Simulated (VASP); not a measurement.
Calculation: rev-vdW-DF2, VASP's PBE PAW potentials (set 64) (plane waves; VASP 6.6.1).

VASP input:

### KPOINTS
```
Regular mesh
0
Gamma
 7 7 7
```

### POSCAR
```
SrTe
1
    0.0000000000     3.3953106987     3.3953106987
    3.3953106987     0.0000000000     3.3953106987
    3.3953106987     3.3953106987     0.0000000000
Sr Te
1 1
Direct
  0.0000000000   0.0000000000   0.0000000000
  0.5000000000   0.5000000000   0.5000000000
```

INCAR:
```
# general
SYSTEM   = SrTe
PREC     = Accurate
ENCUT    = 520
LREAL    = .FALSE.
LASPH    = .TRUE.

# electronic loop
EDIFF    = 1E-7   # SCF stop (eV)
NELM     = 100
ALGO     = Normal   # blocked Davidson
LMAXMIX  = 4

# smearing
ISMEAR   = 0   # Gaussian
SIGMA    = 0.05   # width (eV)

# functional
GGA      = MK
LUSE_VDW = .TRUE.
AGGAC    = 0.0
PARAM1   = 0.1234568
PARAM2   = 0.7114
ZAB_VDW  = -1.8867

# ions
ISIF     = 2

# output
LWAVE    = .FALSE.
LCHARG   = .FALSE.
```

POTCAR, in this order: Sr_sv Te (PBE.64 set). Program: vasp_std.

**Question.** Estimate the energy per atom (σ→0), pressure.

**Answer.** 
| Item | Result |
|---|---|
| energy per atom (σ→0) | -2.332 eV/atom |
| pressure | -1.81 GPa |

**OSZICAR**
```
...
DAV:   8    -0.466331260010E+01    0.22107E-02   -0.34809E-02   588   0.895E-01    0.263E-01
DAV:   9    -0.466355550301E+01   -0.24290E-03   -0.11361E-03   624   0.253E-01    0.875E-02
DAV:  10    -0.466371768549E+01   -0.16218E-03   -0.15546E-04   588   0.912E-02    0.242E-02
DAV:  11    -0.466373644596E+01   -0.18760E-04   -0.20937E-05   604   0.329E-02    0.277E-02
DAV:  12    -0.466373701896E+01   -0.57299E-06   -0.16217E-06   684   0.652E-03    0.693E-03
DAV:  13    -0.466373715317E+01   -0.13422E-06   -0.84183E-07   608   0.494E-03    0.147E-03
DAV:  14    -0.466373710971E+01    0.43460E-07   -0.53248E-08   400   0.154E-03
   1 F= -.46637371E+01 E0= -.46637371E+01  d E =-.142367E-14
```

The compound is SrTe in the rock salt structure. This cell is one point of a volume scan, at 1.06 of the reference volume.
